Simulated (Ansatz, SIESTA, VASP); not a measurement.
**One structure in several programs: SnO (P4/nmm, 4 atoms in the cell)**

Self-consistent single point.

```yaml
crystal:
  lattice:
    - [3.79126, 0.00000, 0.00000]
    - [0.00000, 3.79126, 0.00000]
    - [0.00000, 0.00000, 4.82887]
  atoms:
    - { symbol: Sn, position: [0.50000, 0.00000, 0.76200] }
    - { symbol: Sn, position: [0.00000, 0.50000, 0.23800] }
    - { symbol: O, position: [0.50000, 0.50000, 0.00000] }
    - { symbol: O, position: [0.00000, 0.00000, 0.00000] }
```

Shared settings, as Ansatz (an electronic-structure program) writes them: kpoints.mp_grid.grid = 7 7 6; magnetization.spin_orbit = true; scf.occupations.method = fermi_dirac; scf.occupations.width = 0.02 eV. Potentials and cutoffs stand in the table.

| code | model | pressure (GPa) | largest force (eV/Å) | gap on the mesh (eV) | cutoff |
|---|---|---|---|---|---|
| VASP | PBE, spin-orbit coupling, VASP's PBE PAW potentials (set 64) | 2.56 | 0.569 | 0.236 | 400 eV |
| SIESTA | GGA PBE with spin-orbit coupling, numerical atomic orbitals DZP, PseudoDojo PBE fully relativistic norm-conserving potentials (rewritten from UPF to PSML) | – | 0.921 | 0.233 | grid 300 Ry |
| Ansatz | PBE with spin-orbit coupling, default PAW files | 4.63 | 0.485 | – | default |

A dash marks a value that a program does not give, or that is left out as unsure.

No gap is tabulated for Ansatz: it is not read from that output, or partly filled or unconverged empty levels leave it unsure.

Gaps are read on the mesh.

The spread over the programs that give each value: pressure within 2.07 GPa; largest force within 0.436 eV/Å; gap on the mesh within 0.003 eV.

SIESTA uses small atom-centred bases, whose incompleteness enters pressures, forces and empty levels differently from a plane-wave cutoff. Ansatz's pressure is given at a fixed set of plane waves, as the other plane-wave codes print theirs; with its correction for the finite basis it is 5.10 GPa (the shift of 0.48 GPa shows how far the cutoff is from converged). In the force vectors, SIESTA (by 0.394) lies more than 0.08 eV/Å from the median of the plane-wave programs.

VASP's run is marked for a possible Pulay error in its stress at this cutoff; no cutoff test was made.

The starting cell has typed, rounded lattice constants, without a prior relaxation at this level. Its lattice was rescaled by a random factor within 2.5 % of one.

Keys are those of Ansatz 0.2.
